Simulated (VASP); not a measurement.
Consider the following.

```yaml
crystal:
  lattice:
    - [6.08536, 0.00000, 0.00000]
    - [0.00000, 6.08536, 0.00000]
    - [0.00000, 0.00000, 6.08536]
  atoms:
    - { symbol: Cs, position: [0.00000, 0.00000, 0.00000] }
    - { symbol: Sn, position: [0.50000, 0.50000, 0.50000] }
    - { symbol: I, position: [0.50000, 0.00000, 0.50000] }
    - { symbol: I, position: [0.00000, 0.50000, 0.50000] }
    - { symbol: I, position: [0.50000, 0.50000, 0.00000] }
```

These are MS2 meta-GGA, VASP's PBE PAW potentials (set 64) (plane waves; VASP) values and carry that method's errors. Settings: 520 eV cut-off, 4×4×4 Γ-centred mesh, Gaussian smearing of 0.050 eV, potentials Cs_sv Sn_d I.

Unless said otherwise, spin-orbit coupling is left out, though it shifts the bands of the heavy elements here.

### Question
Predict the energy per atom (σ→0), pressure, band gap (on the k-mesh) with the smallest direct gap where there is one.

### Answer

The band gap (on the k-mesh) comes out as none (metal, semimetal or under 0.01 eV) and the energy per atom (σ→0) comes out as 1.744 eV/atom. The pressure is 1.08 GPa.

Only differences to runs with the same potentials and settings are physical.

The compound is CsSnI3 in the cubic perovskite structure, the ideal cubic form; the compound distorts at low or room temperature. This cell is one point of a volume scan, at 0.94 of the reference volume.
